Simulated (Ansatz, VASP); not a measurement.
**Cross-check of Tl (hcp) between VASP and Ansatz**

Wanted: the spread between two codes on one cell, functional and k mesh. The two relaxations start from unlike cells of this crystal (the structure described is Ansatz's start), so only their ends are compared.

Calculated with Ansatz 0.2.0; plane waves, with VASP 6.6.1 beside it; relaxation of cell and atoms at r2SCAN.

## Step 1: Starting point

It takes space group P6_3/mmc (No. 194, hexagonal). Conventional cell: a = 3.438 Å, b = 3.438 Å, c = 5.478 Å, α = 90.00°, β = 90.00°, γ = 120.00°. Nearest to Tl lie 12 Tl at 3.38 to 3.44 Å.

## Step 2: VASP: relaxation of cell and atoms, r2SCAN

The relaxed volume is the usual yardstick between codes: in a stiff, nearly cubic crystal its relative difference is about their pressure difference at one cell divided by the bulk modulus.

Lines of VASP's logs that name or quote its potential files are left out, and so is its time.

Input file INCAR:

```
SYSTEM = Tl
PREC = Accurate
ENCUT = 550
EDIFF = 1E-07
NELM = 120
ISMEAR = -1
SIGMA = 0.05
LREAL = .FALSE.
ALGO = Normal
METAGGA = R2SCAN
LASPH = .TRUE.
NBANDS = 19
LORBIT = 11
LWAVE = .FALSE.
LCHARG = .FALSE.
ISIF = 3
IBRION = 2
NSW = 80
EDIFFG = -0.005
GGA_COMPAT = .FALSE.
NELMIN = 4
LMIXTAU = .TRUE.
KPAR = 2
```

Input file POSCAR:

```
Tl
1.0
    3.5651837772      0.0000000000      0.0000000000
   -1.7825918886      3.0875393441      0.0000000000
    0.0000000000      0.0000000000      5.4755629769
Tl
2
Direct
    0.3333333333      0.6666666667      0.2500000000
    0.6666666667      0.3333333333      0.7500000000
```

Input file KPOINTS:

```
Automatic mesh
0
Gamma
13 13 7
0 0 0
```

PAW data sets: Tl_d (PBE family, release 64).

The run is started by

```
mpirun -np 2 vasp_std
```

Numbers of over 12 decimals in the logs are rounded to 6 here.

Log:

```text
[banner, memory and clock lines left out]
running    2 mpi-ranks, on    1 nodes
 distrk:  each k-point on    1 cores,    2 groups
 distr:  one band on    1 cores,    1 groups

 POSCAR found type information on POSCAR Tl
 POSCAR found :  1 types and       2 ions
|                                                                             |
|               ----> ADVICE to this user running VASP <----                  |
|                                                                             |
|     You enforced a specific xc type in the INCAR file but a different       |
|     [... a line on the potential file left out ...]
|     I HOPE YOU KNOW WHAT YOU ARE DOING!                                     |
|                                                                             |

 LDA part: xc-table for (None), standard interpolation
 POSCAR, INCAR and KPOINTS ok, starting setup
 FFT: planning ... GRIDC
 FFT: planning ... GRID_SOFT
 FFT: planning ... GRID
 WAVECAR not read
 entering main loop
       N       E                     dE             d eps       ncg     rms          rms(c)
DAV:   1     0.270099929615E+02    0.27010E+02   -0.15025E+04  3200   0.138E+03
DAV:   2    -0.111212621725E+03   -0.13822E+03   -0.13581E+03  3450   0.292E+02
DAV:   3    -0.113916365496E+03   -0.27037E+01   -0.26903E+01  3663   0.357E+01
DAV:   4    -0.113936347777E+03   -0.19982E-01   -0.19978E-01  3444   0.317E+00
DAV:   5    -0.113936688711E+03   -0.34093E-03   -0.34093E-03  3552   0.408E-01    0.253E+00
DAV:   6    -0.108343149050E+03    0.55935E+01   -0.22569E+00  3249   0.147E+01    0.337E+00
DAV:   7    -0.106653317543E+03    0.16898E+01   -0.22241E-01  3213   0.543E+00    0.287E+00
DAV:   8    -0.108724771989E+03   -0.20715E+01   -0.57905E-01  3192   0.680E+00    0.173E+00
DAV:   9    -0.106348983681E+03    0.23758E+01   -0.23710E-01  3192   0.427E+00    0.731E-01
DAV:  10    -0.106358143512E+03   -0.91598E-02   -0.49387E-03  3523   0.483E-01    0.660E-01
DAV:  11    -0.106310373491E+03    0.47770E-01   -0.24834E-02  3230   0.105E+00    0.496E-01
DAV:  12    -0.106336606102E+03   -0.26233E-01   -0.30985E-03  3216   0.379E-01    0.378E-01
DAV:  13    -0.106363596023E+03   -0.26990E-01   -0.15191E-02  3281   0.933E-01    0.115E-01
DAV:  14    -0.106363129769E+03    0.46625E-03   -0.38049E-04  3360   0.121E-01    0.117E-01
DAV:  15    -0.106363920338E+03   -0.79057E-03   -0.28127E-04  3312   0.134E-01    0.845E-02
DAV:  16    -0.106363966099E+03   -0.45761E-04   -0.47450E-05  3294   0.589E-02    0.749E-02
DAV:  17    -0.106364368185E+03   -0.40209E-03   -0.19153E-04  3225   0.115E-01    0.744E-02
DAV:  18    -0.106364393008E+03   -0.24823E-04   -0.28121E-05  3276   0.461E-02    0.417E-02
DAV:  19    -0.106364423441E+03   -0.30433E-04   -0.58815E-05  3282   0.591E-02    0.437E-03
DAV:  20    -0.106364430029E+03   -0.65878E-05   -0.27818E-06  3464   0.115E-02    0.272E-03
DAV:  21    -0.106364439369E+03   -0.93400E-05   -0.48543E-06  3303   0.162E-02    0.323E-03
DAV:  22    -0.106364440770E+03   -0.14010E-05   -0.91534E-07  3316   0.832E-03    0.285E-03
DAV:  23    -0.106364441823E+03   -0.10530E-05   -0.61085E-07  2645   0.600E-03    0.437E-04
DAV:  24    -0.106364441824E+03   -0.14807E-08   -0.53627E-08  1941   0.194E-03
   1 F= -.10636444E+03 E0= -.10636151E+03  d E =-.106364E+03
 curvature:   0.00 expect dE= 0.000E+00 dE for cont linesearch  0.000E+00
 trial: gam= 0.00000 g(F)=  0.128E-45 g(S)=  0.135E-04 ort = 0.000E+00 (trialstep = 0.100E+01)
 search vector abs. value=  0.135E-04
 bond charge predicted
       N       E                     dE             d eps       ncg     rms          rms(c)
DAV:   1    -0.106364725041E+03   -0.28322E-03   -0.51448E-03  3282   0.602E-01    0.982E-02
DAV:   2    -0.106364479066E+03    0.24597E-03   -0.49128E-04  3240   0.173E-01    0.312E-02
DAV:   3    -0.106364450095E+03    0.28972E-04   -0.12257E-04  3261   0.948E-02    0.239E-02
DAV:   4    -0.106364364544E+03    0.85550E-04   -0.13781E-04  3295   0.801E-02    0.385E-03
DAV:   5    -0.106364442155E+03   -0.77611E-04   -0.36235E-05  3286   0.419E-02    0.176E-03
DAV:   6    -0.106364447379E+03   -0.52236E-05   -0.32193E-06  3385   0.137E-02    0.128E-03
DAV:   7    -0.106364449135E+03   -0.17567E-05   -0.13518E-07  2643   0.280E-03    0.503E-04
DAV:   8    -0.106364448655E+03    0.48054E-06   -0.82451E-09  1653   0.860E-04    0.328E-04
DAV:   9    -0.106364449544E+03   -0.88927E-06   -0.10305E-08  1632   0.116E-03    0.656E-05
DAV:  10    -0.106364449029E+03    0.51473E-06   -0.17714E-09  1632   0.485E-04    0.192E-05
DAV:  11    -0.106364449195E+03   -0.16568E-06   -0.37395E-10  1629   0.180E-04    0.139E-05
DAV:  12    -0.106364449123E+03    0.71590E-07   -0.24946E-10  1632   0.135E-04
   2 F= -.10636445E+03 E0= -.10636152E+03  d E =-.729929E-05
 trial-energy change:   -0.000007  1 .order   -0.000008   -0.000014   -0.000002
 step:   1.1393(harm=  1.1393)  dis= 0.00000  next Energy=  -106.364450 (dE=-0.771E-05)
 reached required accuracy - stopping structural energy minimisation
```

From OUTCAR (step 2):

```text
ion  position               nearest neighbor table
   1  0.333  0.667  0.250-   2 3.43   2 3.43   2 3.43   2 3.43   2 3.43   2 3.43
   2  0.667  0.333  0.750-   1 3.43   1 3.43   1 3.43   1 3.43   1 3.43   1 3.43

  LATTYP: Found a hexagonal cell.
 ALAT       =     3.5651837772
 C/A-ratio  =     1.5358431203

 Subroutine GETGRP returns: Found 24 space group operations
 (whereof 12 operations were pure point group operations)

The static configuration has the point symmetry D_3d.
 The point group associated with its full space group is D_6h.

 Found     84 irreducible k-points:

   k-points           NKPTS =     84   k-points in BZ     NKDIM =     84   number of bands    NBANDS=     19

   dimension x,y,z NGX =    28 NGY =   28 NGZ =   42
   dimension x,y,z NGXF=    56 NGYF=   56 NGZF=   84

   ENCUT  =  550.0 eV  40.42 Ry    6.36 a.u.   6.82  6.82 10.47*2*pi/ulx,y,z

   NELECT =      26.0000    total number of electrons

 k-points in reciprocal lattice and weights: Automatic mesh
   0.00000000  0.00000000  0.00000000       0.001
   0.07692308  0.00000000  0.00000000       0.005
   0.15384615 -0.00000000  0.00000000       0.005
   0.23076923  0.00000000  0.00000000       0.005
   0.30769231 -0.00000000  0.00000000       0.005
   0.38461538  0.00000000  0.00000000       0.005
   0.46153846  0.00000000  0.00000000       0.005
   0.07692308  0.07692308  0.00000000       0.005
   0.15384615  0.07692308  0.00000000       0.010
[...]
0.38461538  0.23076923  0.42857143       0.010
   0.30769231  0.30769231  0.42857143       0.010

 average (electrostatic) potential at core
       1 -89.6476       2 -89.6476

 E-fermi :   6.0045

 k-point     1 :       0.0000    0.0000    0.0000
  band No.  band energies     occupation
    ...
      9      -5.6488      2.00000
     10      -5.6488      2.00000
     11      -4.0990      2.00000
     12       0.9905      2.00000
     13       3.4517      2.00000
     14      13.3662      0.00000
     15      13.3662      0.00000
     16      15.5236      0.00000
     17      15.5236      0.00000
     18      16.5137      0.00000
    ...

 k-point     2 :       0.0769    0.0000    0.0000
  band No.  band energies     occupation
    ...
      9      -5.6685      2.00000
     10      -5.6436      2.00000
     11      -3.9915      2.00000
     12       1.0560      2.00000
     13       3.5885      2.00000
     14      12.1729      0.00000
     15      12.8876      0.00000
     16      14.6897      0.00000
     17      15.8102      0.00000
     18      17.0117      0.00000
    ...

 k-point     3 :       0.1538   -0.0000    0.0000
  band No.  band energies     occupation
    ...
      9      -5.7186      2.00000
     10      -5.6308      2.00000
     11      -3.6655      2.00000
     12       1.2509      2.00000
     13       3.9887      2.00000
     14      10.1170      0.00000
     15      11.9965      0.00000
     16      13.3732      0.00000
     17      15.9410      0.00000
     18      16.0093      0.00000
    ...

  Total        0.0029532      0.0029532     -0.0015092      0.0000000      0.0000000      0.0000000
  in kB        0.0784255      0.0784255     -0.0400777      0.0000000      0.0000000      0.0000000
  external PRESSURE =       0.0389245 kB  Pullay stress =       0.0000000 kB

  energy-cutoff  :      550.00
  volume of cell :       60.33
      direct lattice vectors                 reciprocal lattice vectors
     3.566437993  0.000000000  0.000000000     0.280391809  0.161884306  0.000000000
    -1.783218997  3.088625527 -0.000000000     0.000000000  0.323768612  0.000000000
     0.000000000 -0.000000000  5.477099654     0.000000000  0.000000000  0.182578383

 POSITION                                       TOTAL-FORCE (eV/Angst)
 -----------------------------------------------------------------------------------
     -0.00000      2.05908      1.36927         0.000000     -0.000000      0.000000
      1.78322      1.02954      4.10782        -0.000000      0.000000     -0.000000
 -----------------------------------------------------------------------------------
    total drift:                                0.000000     -0.000000      0.000000

  FREE ENERGIE OF THE ION-ELECTRON SYSTEM (eV)
  ---------------------------------------------------
  free  energy   TOTEN  =      -106.3644491234 eV

  energy  without entropy=     -106.3585974457  energy(sigma->0) =     -106.36152328

 reached required accuracy - stopping structural energy minimisation

 total charge
# of ion       s       p       d       tot
------------------------------------------
    1        1.192   0.380   9.624  11.196
    2        1.192   0.380   9.624  11.196
--------------------------------------------------
tot          2.384   0.760  19.248  22.393

[... 3 further parts left out ...]
```

## Step 3: Ansatz: relaxation of cell and atoms, r2SCAN

Ansatz runs on its PAW soft_1 files.

Its own start cell and the same functional, mesh and smearing now go to Ansatz.

Input file input.yaml:

```yaml
crystal:
  lattice:
    - [3.438, 0.0, 0.0]
    - [-1.719, 2.9773953382, 0.0]
    - [0.0, 0.0, 5.478]
  atoms:
    - { symbol: Tl, position: [0.3333333333, 0.6666666667, 0.25] }
    - { symbol: Tl, position: [0.6666666667, 0.3333333333, 0.75] }
basis:
  ecutwfc: 500
  xc_grid: 2
hamiltonian:
  xc: r2scan
  pseudopotentials: { kind: paw, azcp: { folder: soft_1 } }
kpoints:
  mp_grid: { grid: [13, 13, 7] }
scf:
  occupations: { method: fermi_dirac, width: 0.05 }
  max_iter: 150
output:
  forces: true
  stress: true
relax:
  f_tol: 0.01
  max_steps: 60
  cell: {}
checkpoint:
  write: "../r2scan.run"
  compress: false
  write_wavefunctions: false
  write_every: 100000
```

The run is started by

```
ansatz run input.yaml --threads 2 --pin off --max-ram 7536MiB --backend cpu --events-out ev --progress --plain --runs-dir out
```

Log:

```text
Engine: ansatz 0.2.0, aarch64-unknown-linux-gnu
Pseudopotentials: kind: paw
Pseudopotential: Tl, paw, valence charge 13, recommended cutoff 500 eV (meta_gga), soft_1/Tl.paw.azcp
Functional definition: r2SCAN
  parameter k0 = 0.174
  parameter k1 = 0.065
  parameter a1 = 4.9479
  exchange = r2scan_x(k0 = k0, k1 = k1, a1 = a1)
  correlation = r2scan_c
Crystal: 2 atoms, lattice volume = 56.074 Å³
Basis set: ecut = 500 eV, 1411 PW (Γ), exchange–correlation on 54×54×80 points (8 copies of the dense FFT grid, shifted against one another)
Bands: 17, of which v1, the nominal top of the filled ones, is band 13 counted from 1 (12 counted from 0)
Symmetry: 24 space group operations
Space group: P63/mmc (ITA 194), of the structure as read, at distance tolerance 3.8e-5 Å
k-points: 84 of 1183
Non-local potential: Tl, projectors of the file, l = 0: 2, l = 1: 2, l = 2: 2, l = 3: 1
PAW form: soft (Blöchl's): semilocal exchange-correlation on the pseudo side does not see the compensation charge
PAW frozen core: Tl, regenerated for the run's functional (the file was generated under x = pbe(κ = 0.804, μ = 0.219515), c = pbe(β = 0.066725))
PAW one-centre angular grid: Tl, 590 points (default); XC on 160 Gauss nodes
Initial density: superposition of atomic densities (chi_scale 0.1, normalization cell)
Initial wavefunctions: pseudopotential atomic-orbital guess
Functional: x = r2scan, c = r2scan; τ floored in thin density (d = 2e-4 eV/Å³)
iter 1 solved again at ethr=1.96e-4 eV; its pass at ethr=3.10e-3 eV (dr2=5.10e-2 eV) is discarded
SCF iter   1: F=—  HF=-22920.837182 eV  |F-HF|=—  |Δ(HF+E_count)|=         —  Δρ=9.00e-3  dr2=5.17e-2  dr2_τ=9.52e-4  ethr=1.96e-4  ⟨swp⟩=1.0  Hψ=9246  notcnv=0
preconditioner: auto → Kerker (q_TF=auto, 2.400 Å⁻¹)  [metal: Δε(μ)=0.051 eV  Ē_g=14.380 eV  σ=0.050 eV  W_gap=0.24  n_scr=10 (ndim 8)  ℏωp=25.3 eV  f_vac=0.000  D(μ)=0.75/eV (n_scr^D=2)]
SCF iter   2: F=—  HF=-22920.832736 eV  |F-HF|=—  |Δ(HF+E_count)|=   4.45e-3  Δρ=5.79e-3  dr2=1.97e-2  dr2_τ=4.19e-4  ethr=1.96e-4  ⟨swp⟩=1.1  Hψ=1437  notcnv=0
SCF iter   3: F=—  HF=-22920.836374 eV  |F-HF|=—  |Δ(HF+E_count)|=   3.64e-3  Δρ=1.12e-3  dr2=7.21e-4  dr2_τ=3.31e-5  ethr=7.59e-5  ⟨swp⟩=2.9  Hψ=2848  notcnv=0
SCF iter   4: F=—  HF=-22920.836945 eV  |F-HF|=—  |Δ(HF+E_count)|=   5.71e-4  Δρ=3.49e-4  dr2=4.67e-5  dr2_τ=2.23e-6  ethr=2.77e-6  ⟨swp⟩=2.2  Hψ=2612  notcnv=0
SCF iter   5: F=—  HF=-22920.837037 eV  |F-HF|=—  |Δ(HF+E_count)|=   9.27e-5  Δρ=6.47e-5  dr2=2.72e-6  dr2_τ=4.08e-8  ethr=1.79e-7  ⟨swp⟩=2.0  Hψ=2514  notcnv=0
SCF iter   6: F=—  HF=-22920.837041 eV  |F-HF|=—  |Δ(HF+E_count)|=   3.62e-6  Δρ=1.92e-5  dr2=2.98e-7  dr2_τ=2.73e-9  ethr=1.04e-8  ⟨swp⟩=2.0  Hψ=2525  notcnv=0
SCF iter   7: F=-22920.837041 eV  HF=-22920.837041 eV  |F-HF|=1.52e-8  |Δ(HF+E_count)|=   1.82e-7  Δρ=4.77e-6  dr2=1.71e-8  dr2_τ=1.93e-10  ethr=3.85e-10  ⟨swp⟩=4.2  Hψ=5065  notcnv=0
SCF 1 converged in 7 iterations: F = -22920.837041 eV  dr2 = 1.71e-8
  greatest PAW one-centre occupation: 0.960 electrons in one spin orbital (limit 2), on the Tl atom at site 1 (counted from 0), in its partial waves of l = 2
relax step   1: F+E_penalty+E_count = -22920.83704105 eV  Δ(F+E_penalty+E_count) = +0.000e0 eV  max|allowed force component| = 5.898e-17 eV/Å  Δτ_max = 0.0000 Å  P = +2.756 GPa  Ω = 56.074 Å³  (7 SCF iters, dr2 threshold 1.00e-7 eV, accepted)
[...]
relax step   2: F+E_penalty+E_count = -22920.87308992 eV  Δ(F+E_penalty+E_count) = -3.605e-2 eV  max|allowed force component| = 2.313e-17 eV/Å  Δτ_max = 0.0000 Å  P = +0.193 GPa  Ω = 59.888 Å³  energy of the carried Pulay correction = -7.021e-5 eV  (6 SCF iters, dr2 threshold 2.00e-7 eV, accepted)
[...]
relax step   3: F+E_penalty+E_count = -22920.87525211 eV  Δ(F+E_penalty+E_count) = -2.162e-3 eV  max|allowed force component| = 1.330e-17 eV/Å  Δτ_max = 0.0000 Å  P = +0.002 GPa  Ω = 60.312 Å³  energy of the carried Pulay correction = -7.792e-5 eV  (6 SCF iters, dr2 threshold 2.00e-7 eV, accepted)
[...]
relax step   4: F+E_penalty+E_count = -22920.87587659 eV  Δ(F+E_penalty+E_count) = -6.245e-4 eV  max|allowed force component| = 4.106e-17 eV/Å  Δτ_max = 0.0000 Å  P = -0.027 GPa  Ω = 60.447 Å³  energy of the carried Pulay correction = -8.048e-5 eV  (5 SCF iters, dr2 threshold 1.93e-7 eV, accepted)
[...]
relax step   5: F+E_penalty+E_count = -22920.87588724 eV  Δ(F+E_penalty+E_count) = -1.064e-5 eV  max|allowed force component| = 2.429e-17 eV/Å  Δτ_max = 0.0000 Å  P = -0.000 GPa  Ω = 60.405 Å³  energy of the carried Pulay correction = -7.977e-5 eV  (5 SCF iters, dr2 threshold 8.18e-9 eV, accepted)
[...]
relax step   6: F+E_penalty+E_count = -22920.87600689 eV  Δ(F+E_penalty+E_count) = -1.196e-4 eV  max|allowed force component| = 2.833e-17 eV/Å  Δτ_max = 0.0000 Å  P = +0.002 GPa  Ω = 60.405 Å³  stress off target by 3.65e-3 GPa  SCF on the basis re-selected at this cell (its energy is not comparable with the rows above)  (5 SCF iters)
basis re-selected at this cell: Δ(F+E_penalty+E_count) = -1.196e-4 eV, ΔP = +0.002 GPa vs the last step (what re-selecting the basis moved, of the pressure what is left beyond the Pulay correction that the steps carried, after the strain that the cell walked since its last selection, with what the two solves' SCF thresholds leave and, on support functions, any second-order correction that the steps lacked; it is no m [...]
SCF converged after 5 iterations
Free energy (F): -22920.876007 eV
Harris-Foulkes:  -22920.876007 eV  (|F-HF|=9.82e-11)
Internal energy: -22920.870153 eV  (E = F + TS)
E sigma→0 (E₀):  -22920.873080 eV
Entropy (-TS):   -0.005854 eV (-2.927 meV/atom)
Fermi energy:    9.812347 eV
--- Per-component energies (eV) ---
  E_band       = -11.372668
  E_kinetic    = 532.185022
  E_local      = -1686.756201  (includes V_loc(G=0)·N_el)
  E_nonlocal   = 631.782829
  E_hartree    = 627.738406
  E_xc         = -348.013367
  E_vxc        = -269.028693  (∫ρ·V_xc dr)
  E_paw        = -20424.169879  (= ΣΔE_a)
  E_vpaw       = -494.210826  (= ΣTr[D̂ρ^β])
  E_aug_tail   = -0.000033  (compensation charges beyond the density's cutoff)
  E_vtau       = 19.178348  (kinetic-family band-sum trace: ∫τ·v_τ [+ j·A + Jᵃ·Aᵃ] dr)
  E_ewald      = -2255.716037
  E_core_change = 2.079107  (= ΣΔE_core)
  E_smearing   = -0.005854  (= −TS)
  E_closure    = 0.000000  (closes the sum)
  Σ components = -22920.876007   (vs F -22920.876007, Δ=0.00e0)
--- Forces (eV/Å), atoms counted from 1 ---
  atom   1  Tl    -0.00000000     0.00000000     0.00000000
  atom   2  Tl     0.00000000    -0.00000000    -0.00000000
  max |Σ_I F_I| component: 6.94e-18 eV/Å
--- Stress (GPa, compression-positive) ---
        0.003653       0.000000       0.000000
        0.000000       0.003653       0.000000
        0.000000       0.000000      -0.000661
  P = ⅓ Tr σ = 0.0022 GPa (0.022 kbar)
--- Relaxed structure (5 steps of the walk, 5 accepted, 1 SCFs on fresh bases) ---
  F+E_penalty+E_count = -22920.87600689 eV   max|allowed force component| = 2.833e-17 eV/Å   (the final SCF, on the basis selected at the relaxed cell)
  cell:  # Å, volume = 60.4053 Å³
    - [3.568350, 0, -2.4101232623288315e-18]
    - [-1.784175, 3.090282, 1.2050616311644225e-18]
    - [-3.840213854293629e-18, 0, 5.477842]
  atoms:
    - { symbol: Tl, position: [0.333333, 0.666667, 0.250000] }
    - { symbol: Tl, position: [0.666667, 0.333333, 0.750000] }
```

## Step 4: Differences

Known differences besides the potentials themselves: VASP keeps PBE cores, Ansatz makes them for the functional; the cutoff is 500 eV in Ansatz and 550 eV in VASP; Ansatz adds a Pulay correction to the stress that steers its cell, VASP none. Total energies have different zeros and are not compared.

Both answers:

```csv
quantity,Ansatz,VASP,difference
volume (Å³),60.41,60.33,+0.12 %
"edge a after relaxation, in the typed setting (Å)",3.568,3.566,+0.06 %
"edge c after relaxation, in the typed setting (Å)",5.478,5.477,+0.01 %
```

## Step 5: What came out

```
difference in volume (relaxation of cell and atoms, r2SCAN) : 0.12 %
```

In words: The difference in volume is 0.12 % (relaxation of cell and atoms, r2SCAN), within the 1.2 % picked in this series as the mark of a large difference, as far as the stopping tolerances let one tell. Such differences can come from data sets, numerical settings and the points named under the comparisons, not from the functional's error against experiment.

[Lines on the potential files, build, host, timing and source positions are cut from VASP's logs without a mark.]

[Logs are printed without paths, hosts, clocks, repeated set-up lines and the standing remarks that a program may print on its own settings, such as how far it seeks lower states.]

[Hosts, paths, dates, database ids (printed as entryN), source tags and the programs' standing remarks are cut or masked in the printed files.]
